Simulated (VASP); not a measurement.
# Quasiparticle energies of CdSe in VASP

Aim: the quasiparticle gap of CdSe, and what it costs to get it. The cell is of the zinc-blende type, one of the forms listed for this formula. The start joins lattice constants measured in a paper with the fractional positions of a database entry.

Calculated with VASP 6.6.1; PBE; plane waves and PAW (Cd_GW, Se_GW), in the first sound run; inputs show where later runs differ.

## (1) Set-up

Symmetry: F-43m, No. 216, cubic system. Conventional cell: a = 6.050 Å, b = 6.050 Å, c = 6.050 Å, α = 90.00°, β = 90.00°, γ = 90.00°. Cd has 4 Se at 2.62 Å nearest. Nearest to Se lie 4 Cd at 2.62 Å. Farther neighbours and most contacts between anions are not listed.

As a file:

```xyz
2
Lattice="0.0000 3.0250 3.0250 3.0250 0.0000 3.0250 3.0250 3.0250 0.0000" Properties=species:S:1:pos:R:3 pbc="T T T"
Cd    0.0000    0.0000    0.0000
Se    4.5375    4.5375    4.5375
```

## (2) Ground state

The orbitals come from a self-consistent PBE run with a tight EDIFF and a narrow smearing. KPOINTS_OPT adds the bands along a path, which shows whether the mesh holds the band edges.

Input file INCAR:

```
SYSTEM = CdSe
PREC = Accurate
ENCUT = 300
EDIFF = 1E-08
NELM = 100
ISMEAR = 0
SIGMA = 0.01
LREAL = .FALSE.
ALGO = Normal
GGA = PE
NBANDS = 15
LORBIT = 11
LWAVE = .TRUE.
LCHARG = .FALSE.
KPAR = 8
```

Input file POSCAR:

```
CdSe
1.0
    0.0000000000      3.0250000000      3.0250000000
    3.0250000000      0.0000000000      3.0250000000
    3.0250000000      3.0250000000      0.0000000000
Cd Se
1 1
Direct
    0.0000000000      0.0000000000      0.0000000000
    0.7500000000      0.7500000000      0.7500000000
```

Input file KPOINTS:

```
Automatic mesh
0
Gamma
6 6 6
0 0 0
```

Input file KPOINTS_OPT:

```
Line mode
12
Line-mode
Reciprocal
  0.00000000   0.00000000   0.00000000 GAMMA
  0.50000000   0.00000000   0.50000000 X

  0.50000000   0.00000000   0.50000000 X
  0.50000000   0.25000000   0.75000000 W

  0.50000000   0.25000000   0.75000000 W
  0.37500000   0.37500000   0.75000000 K

  0.37500000   0.37500000   0.75000000 K
  0.00000000   0.00000000   0.00000000 GAMMA

  0.00000000   0.00000000   0.00000000 GAMMA
  0.50000000   0.50000000   0.50000000 L

  0.50000000   0.50000000   0.50000000 L
  0.62500000   0.25000000   0.62500000 U

  0.62500000   0.25000000   0.62500000 U
  0.50000000   0.25000000   0.75000000 W

  0.50000000   0.25000000   0.75000000 W
  0.50000000   0.50000000   0.50000000 L

  0.50000000   0.50000000   0.50000000 L
  0.37500000   0.37500000   0.75000000 K

  0.62500000   0.25000000   0.62500000 U
  0.50000000   0.00000000   0.50000000 X
```

PAW data sets: Cd_GW and Se_GW (PBE family, release 64).

Started as:

```
$ mpirun -np 8 vasp_std
```

What it wrote:

```text
[banner, memory and clock lines left out]
running    8 mpi-ranks, on    1 nodes
 distrk:  each k-point on    1 cores,    8 groups
 distr:  one band on    1 cores,    1 groups

 POSCAR found type information on POSCAR CdSe
 POSCAR found :  2 types and       2 ions
|                                                                             |
|           W    W    AA    RRRRR   N    N  II  N    N   GGGG   !!!           |
|           W    W   A  A   R    R  NN   N  II  NN   N  G    G  !!!           |
|           W    W  A    A  R    R  N N  N  II  N N  N  G       !!!           |
|           W WW W  AAAAAA  RRRRR   N  N N  II  N  N N  G  GGG   !            |
|           WW  WW  A    A  R   R   N   NN  II  N   NN  G    G                |
|           W    W  A    A  R    R  N    N  II  N    N   GGGG   !!!           |
|                                                                             |
|     For optimal performance we recommend to set                             |
|       NCORE = 2 up to number-of-cores-per-socket                            |
|     NCORE specifies how many cores store one orbital (NPAR=cpu/NCORE).      |
|     This setting can greatly improve the performance of VASP for DFT.       |
|     The default, NCORE=1 might be grossly inefficient on modern             |
|     multi-core architectures or massively parallel machines. Do your        |
|     Unfortunately you need to use the default for GW and RPA                |
|     calculations (for HF NCORE is supported but not extensively tested      |
|     yet).                                                                   |
|                                                                             |

 LDA part: xc-table for (Slater+PW92), standard interpolation
 POSCAR, INCAR and KPOINTS ok, starting setup
 FFT: planning ... GRIDC
 FFT: planning ... GRID_SOFT
 FFT: planning ... GRID
 WAVECAR not read
 entering main loop
       N       E                     dE             d eps       ncg     rms          rms(c)
DAV:   1     0.634630622740E+02    0.63463E+02   -0.70717E+03   568   0.731E+02
DAV:   2    -0.260947230260E+01   -0.66073E+02   -0.63808E+02   705   0.217E+02
DAV:   3    -0.581919375878E+01   -0.32097E+01   -0.32022E+01   648   0.472E+01
DAV:   4    -0.586329397375E+01   -0.44100E-01   -0.44092E-01   706   0.494E+00
DAV:   5    -0.586528241426E+01   -0.19884E-02   -0.19884E-02   655   0.995E-01    0.629E+00
DAV:   6    -0.550497467128E+01    0.36031E+00   -0.49880E-01   620   0.894E+00    0.487E+00
DAV:   7    -0.547956256367E+01    0.25412E-01   -0.22550E-01   573   0.311E+00    0.179E+00
DAV:   8    -0.547912409539E+01    0.43847E-03   -0.23432E-02   643   0.179E+00    0.294E-01
DAV:   9    -0.547903180655E+01    0.92289E-04   -0.34252E-03   564   0.805E-01    0.695E-02
DAV:  10    -0.547896401767E+01    0.67789E-04   -0.34869E-04   672   0.254E-01    0.411E-02
DAV:  11    -0.547900785754E+01   -0.43840E-04   -0.13646E-04   603   0.104E-01    0.137E-02
DAV:  12    -0.547900608962E+01    0.17679E-05   -0.15190E-05   655   0.451E-02    0.342E-03
DAV:  13    -0.547900665822E+01   -0.56861E-06   -0.37309E-06   578   0.155E-02    0.440E-03
DAV:  14    -0.547900658204E+01    0.76183E-07   -0.48060E-07   684   0.488E-03    0.509E-04
DAV:  15    -0.547900664656E+01   -0.64525E-07   -0.42889E-08   640   0.154E-03    0.277E-04
DAV:  16    -0.547900666872E+01   -0.22153E-07   -0.50176E-09   520   0.968E-04    0.169E-04
DAV:  17    -0.547900666671E+01    0.20086E-08   -0.90252E-10   366   0.330E-04
   1 F= -.54790067E+01 E0= -.54790067E+01  d E =-.699464E-48
 Start KPOINTS_OPT (optional k-point list driver)
k-point batch [1-16\120]
       N       E                     dE             ncg
DAV:   1     0.577801603290E+02   -0.47342E+04      544
DAV:   2    -0.108605534669E+04   -0.11438E+04      676
DAV:   3    -0.114098825151E+04   -0.54933E+02      677
DAV:   4    -0.114182629137E+04   -0.83804E+00      670
DAV:   5    -0.114184922732E+04   -0.22936E-01      670
DAV:   6    -0.114184947473E+04   -0.24741E-03      677
DAV:   7    -0.114184947950E+04   -0.47709E-05      675
DAV:   8    -0.114184947957E+04   -0.72344E-07      670
DAV:   9    -0.114184947958E+04   -0.73783E-09      457
[...]
k-point batch [113-120\120]
       N       E                     dE             ncg
DAV:   1     0.358844929841E+04   -0.39223E+04      296
DAV:   2     0.309640427511E+04   -0.49205E+03      345
DAV:   3     0.307491137534E+04   -0.21493E+02      359
DAV:   4     0.307462645739E+04   -0.28492E+00      339
DAV:   5     0.307461881198E+04   -0.76454E-02      373
DAV:   6     0.307461874177E+04   -0.70209E-04      346
DAV:   7     0.307461874022E+04   -0.15541E-05      373
DAV:   8     0.307461874021E+04   -0.89440E-08      324
 writing wavefunctions
```

Elapsed: 6 s, on 8 MPI ranks of AMD EPYC 7R43, shared host; peak memory 1 GiB; 43 s of CPU time.

Lines that name or quote the potential files are left out of all logs, and their timing lines are given in words.

OUTCAR, selected parts (step 2):

```text
ion  position               nearest neighbor table
   1  0.000  0.000  0.000-   2 2.62   2 2.62   2 2.62   2 2.62
   2  0.750  0.750  0.750-   1 2.62   1 2.62   1 2.62   1 2.62

  LATTYP: Found a face centered cubic cell.
 ALAT       =     6.0500000000

 Subroutine GETGRP returns: Found 24 space group operations
 (whereof 24 operations were pure point group operations)

The static configuration has the point symmetry T_d .

 Found     16 irreducible k-points:

   k-points           NKPTS =     16   k-points in BZ     NKDIM =     16   number of bands    NBANDS=     15

   dimension x,y,z NGX =    24 NGY =   24 NGZ =   24
   dimension x,y,z NGXF=    48 NGYF=   48 NGZF=   48

   ENCUT  =  300.0 eV  22.05 Ry    4.70 a.u.   6.04  6.04  6.04*2*pi/ulx,y,z

   NELECT =      18.0000    total number of electrons

 k-points in reciprocal lattice and weights: Automatic mesh
   0.00000000  0.00000000  0.00000000       0.005
   0.16666667  0.00000000  0.00000000       0.037
   0.33333333  0.00000000  0.00000000       0.037
   0.50000000  0.00000000  0.00000000       0.019
   0.16666667  0.16666667  0.00000000       0.028
   0.33333333  0.16666667  0.00000000       0.111
   0.50000000  0.16666667  0.00000000       0.111
  -0.33333333  0.16666667  0.00000000       0.111
  -0.16666667  0.16666667  0.00000000       0.056
[...]
-0.33333333  0.33333333  0.16666667       0.111
  -0.33333333  0.50000000  0.16666667       0.056

 average (electrostatic) potential at core
       1 -69.3338       2 -55.1619

 E-fermi :   2.3662

 k-point     1 :       0.0000    0.0000    0.0000
  band No.  band energies     occupation
    ...
      5      -5.3169      2.00000
      6      -5.3169      2.00000
      7       2.2654      2.00000
      8       2.2654      2.00000
      9       2.2654      2.00000
     10       2.8896      0.00000
     11       8.1951      0.00000
     12       8.1951      0.00000
     13       8.1951      0.00000
     14      12.1034      0.00000
    ...

 k-point     2 :       0.1667    0.0000    0.0000
  band No.  band energies     occupation
    ...
      5      -5.3178      2.00000
      6      -5.3178      2.00000
      7       0.5403      2.00000
      8       2.0486      2.00000
      9       2.0486      2.00000
     10       4.1994      0.00000
     11       7.9679      0.00000
     12       8.5247      0.00000
     13       8.5247      0.00000
     14      12.4090      0.00000
    ...

 k-point     3 :       0.3333    0.0000    0.0000
  band No.  band energies     occupation
    ...
      5      -5.3064      2.00000
      6      -5.3064      2.00000
      7      -1.3180      2.00000
      8       1.6659      2.00000
      9       1.6659      2.00000
     10       4.6868      0.00000
     11       8.7747      0.00000
     12       8.7747      0.00000
     13       8.8562      0.00000
     14      12.1166      0.00000
    ...

  Total        1.2742508      1.2742508      1.2742508     -0.0000000     -0.0000000      0.0000000
  in kB       36.8773216     36.8773216     36.8773216     -0.0000000     -0.0000000      0.0000000
  external PRESSURE =      36.8773216 kB  Pullay stress =       0.0000000 kB

  energy-cutoff  :      300.00
  volume of cell :       55.36
      direct lattice vectors                 reciprocal lattice vectors
     0.000000000  3.025000000  3.025000000    -0.165289256  0.165289256  0.165289256
     3.025000000  0.000000000  3.025000000     0.165289256 -0.165289256  0.165289256
     3.025000000  3.025000000  0.000000000     0.165289256  0.165289256 -0.165289256

 POSITION                                       TOTAL-FORCE (eV/Angst)
 -----------------------------------------------------------------------------------
      0.00000      0.00000      0.00000        -0.000000     -0.000000     -0.000000
      4.53750      4.53750      4.53750         0.000000      0.000000      0.000000
 -----------------------------------------------------------------------------------
    total drift:                               -0.000001     -0.000001     -0.000001

  FREE ENERGIE OF THE ION-ELECTRON SYSTEM (eV)
  ---------------------------------------------------
  free  energy   TOTEN  =        -5.4790066667 eV

  energy  without entropy=       -5.4790066667  energy(sigma->0) =       -5.47900667

 total charge
# of ion       s       p       d       f       tot
--------------------------------------------------
    1        0.521   0.420   9.691   0.019  10.651
    2        1.430   2.365   0.024   0.000   3.818
--------------------------------------------------
tot          1.951   2.785   9.714   0.019  14.469

[... 3 further parts left out ...]
```

Numbers from this step:

| Property | Result |
| --- | --- |
| free energy (TOTEN) | -5.479 eV |
| Fermi energy | 2.366 eV |
| pressure | 3.688 GPa |
| least gap on mesh and path | 0.6242 eV |
| least direct gap on mesh and path | 0.6242 eV |

The highest empty bands on the path are converged less tightly, to about 0.1 eV. Electronic bands along the path, in eV, zero at the valence-band top; v1 is the highest filled band, c1 the lowest empty one:

```csv
point,v4,v3,v2,v1,c1,c2,c3,c4
Γ,-7.58,0.00,0.00,0.00,0.62,5.93,5.93,5.93
0.45 of the way,-7.56,-2.36,-0.93,-0.93,3.14,4.36,7.41,7.41
X,-7.21,-4.16,-1.91,-1.91,3.11,3.77,9.16,10.30
0.45 of the way,-7.15,-4.12,-2.08,-2.08,3.73,4.25,8.56,8.65
W,-7.07,-4.06,-2.29,-2.28,5.09,5.21,6.49,7.60
0.55 of the way,-7.10,-4.08,-2.53,-1.81,4.19,5.20,7.38,8.08
K,-7.12,-4.10,-2.59,-1.56,3.71,5.18,8.29,8.62
0.45 of the way,-7.51,-3.20,-1.64,-0.53,3.40,5.82,6.22,6.78
Γ,-7.58,0.00,0.00,0.00,0.62,5.93,5.93,5.93
0.45 of the way,-7.58,-2.45,-0.36,-0.36,2.24,5.86,6.42,6.42
L,-7.28,-4.48,-0.77,-0.77,2.40,6.45,6.45,7.44
0.45 of the way,-7.21,-4.31,-1.74,-1.04,3.43,5.65,7.10,7.52
U,-7.12,-4.10,-2.59,-1.56,3.71,5.18,8.29,8.62
0.45 of the way,-7.10,-4.08,-2.53,-1.81,4.19,5.20,7.38,8.08
W,-7.07,-4.06,-2.29,-2.28,5.09,5.21,6.49,7.60
0.45 of the way,-7.17,-4.19,-2.15,-1.35,4.06,5.39,6.80,8.23
L,-7.28,-4.48,-0.77,-0.77,2.40,6.45,6.45,7.44
0.45 of the way,-7.21,-4.31,-1.74,-1.04,3.43,5.65,7.10,7.52
K,-7.12,-4.10,-2.59,-1.56,3.71,5.18,8.29,8.62
jump to U,-7.12,-4.10,-2.59,-1.56,3.71,5.18,8.29,8.62
0.45 of the way,-7.16,-4.13,-2.24,-1.80,3.42,4.23,8.75,9.54
X,-7.21,-4.16,-1.91,-1.91,3.11,3.77,9.16,10.30
```

Of the projections kept (Cd, Se), the largest for each band there; the rest of the weight can lie on other orbitals:

| point | v4 | v3 | v2 | v1 | c1 | c2 | c3 | c4 |
| --- | --- | --- | --- | --- | --- | --- | --- | --- |
| Γ | Cd 1.00 | Se 0.79 | Se 0.79 | Se 0.79 | Cd 0.60 | Cd 0.78 | Cd 0.78 | Cd 0.78 |
| X | Cd 0.94 | Cd 0.56 | Se 0.75 | Se 0.75 | Cd 0.69 | Cd 0.68 | Se 0.77 | Cd 0.53 |
| W | Cd 0.93 | Cd 0.53 | Se 0.69 | Se 0.74 | Cd 0.51 | Se 0.62 | Cd 0.70 | Cd 0.50 |
| K | Cd 0.94 | Cd 0.53 | Se 0.71 | Se 0.75 | Cd 0.68 | Se 0.54 | Se 0.71 | Cd 0.53 |
| Γ | Cd 1.00 | Se 0.79 | Se 0.79 | Se 0.79 | Cd 0.60 | Cd 0.78 | Cd 0.78 | Cd 0.78 |
| L | Cd 0.96 | Se 0.54 | Se 0.76 | Se 0.76 | Cd 0.68 | Cd 0.69 | Cd 0.69 | Se 0.75 |

The cell has a gap of 0.624 eV on mesh and path and a pressure of +3.7 GPa, which holds the misfit of the given cell and coordinates with this functional, and any error of cutoff, mesh and data sets. Spin-orbit coupling is left out, which can shift or reorder these edges.

## (3) Empty bands, functional PBE

ALGO = Exact makes the empty bands from the converged ground state in one step. LOPTICS writes the k-derivatives of the orbitals (WAVEDER), which give the long-wavelength limit of the screening.

Input file INCAR:

```
SYSTEM = CdSe
PREC = Accurate
ENCUT = 300
ISMEAR = 0
SIGMA = 0.01
LREAL = .FALSE.
GGA = PE
NBANDS = 360
ALGO = Exact
NELM = 1
LWAVE = .TRUE.
LCHARG = .FALSE.
LOPTICS = .TRUE.
NEDOS = 1000
CSHIFT = 0.1
```

POSCAR is that of step 2.

KPOINTS is that of step 2.

Started as:

```
$ mpirun -np 8 vasp_std
```

What it wrote:

```text
[banner, memory and clock lines left out]
running    8 mpi-ranks, on    1 nodes
 distrk:  each k-point on    8 cores,    1 groups
 distr:  one band on    1 cores,    8 groups

 POSCAR found type information on POSCAR CdSe
 POSCAR found :  2 types and       2 ions
 [... a notice as in an earlier step ...]

 LDA part: xc-table for (Slater+PW92), standard interpolation
 found WAVECAR, reading the header
  number of bands has changed, file:    15 present:   360
  trying to continue reading WAVECAR, but it might fail
 POSCAR, INCAR and KPOINTS ok, starting setup
 FFT: planning ... GRIDC
 FFT: planning ... GRID_SOFT
 FFT: planning ... GRID
 reading WAVECAR
 random initialization beyond band           15
 the WAVECAR file was read successfully
 initial charge from wavefunction
 entering main loop
       N       E                     dE             d eps       ncg     rms          rms(c)
DIA:   1    -0.547900666704E+01   -0.54790E+01    0.00000E+00     0   0.000E+00
   1 F= -.54790067E+01 E0= -.54790067E+01  d E =-.113566E-49
 writing wavefunctions
 optical routines
 imaginary and real dielectric function
 recalculating local potential from charge density
 direction            1
 direction            2
 direction            3
```

Run time: 5.6 s. Hardware: 8 MPI ranks; peak memory 0.85 GiB; 40 s of CPU time.

From OUTCAR (step 3):

```text
The static configuration has the point symmetry T_d .

 Found     16 irreducible k-points:

   k-points           NKPTS =     16   k-points in BZ     NKDIM =     16   number of bands    NBANDS=    360

   NELECT =      18.0000    total number of electrons

 E-fermi :   2.3682

  Total        1.2741228      1.2741228      1.2741228     -0.0000000      0.0000000     -0.0000000
  in kB       36.8736158     36.8736158     36.8736158     -0.0000000      0.0000000     -0.0000000
  external PRESSURE =      36.8736158 kB  Pullay stress =       0.0000000 kB

 POSITION                                       TOTAL-FORCE (eV/Angst)
 -----------------------------------------------------------------------------------
      0.00000      0.00000      0.00000        -0.000000      0.000000     -0.000000
      4.53750      4.53750      4.53750         0.000000     -0.000000      0.000000
 -----------------------------------------------------------------------------------
    total drift:                               -0.000001     -0.000001     -0.000001

  FREE ENERGIE OF THE ION-ELECTRON SYSTEM (eV)
  ---------------------------------------------------
  free  energy   TOTEN  =        -5.4790066670 eV

  energy  without entropy=       -5.4790066670  energy(sigma->0) =       -5.47900667

 plasma frequency squared (from intraband transitions) (eV^2)
  --------------------------------------------------------------------------------------
       0.000      -0.000      -0.000
       0.000       0.000       0.000
       0.000       0.000       0.000

[... 14 parts as in an earlier step ...]
```

The gap is read on the k-mesh alone, so it is an upper bound where the band edges lie off the mesh.

This step gave:

| Quantity | Value |
| --- | --- |
| gap on the k-mesh | 0.6242 eV |
| least direct gap on the k-mesh | 0.6242 eV |

WAVECAR now holds 360 bands for 18 electrons. Its independent-particle dielectric tensor has xx, yy, zz = 16.9, 16.9, 16.9 on this mesh, which isn't tested for convergence in mesh or bands and lacks local fields.

(Part 1 of 4 ends here.)

[Lines on the potential files, build, host, timing and source positions are cut from VASP's logs without a mark.]

[Logs are printed without paths, hosts, clocks, repeated set-up lines and the standing remarks that a program may print on its own settings, such as how far it seeks lower states.]

[Hosts, paths, dates, database ids (printed as entryN), source tags and the programs' standing remarks are cut or masked in the printed files.]

[Pressures printed for these runs are not shown converged in the cutoff: they can be off by several GPa and have the wrong sign.]
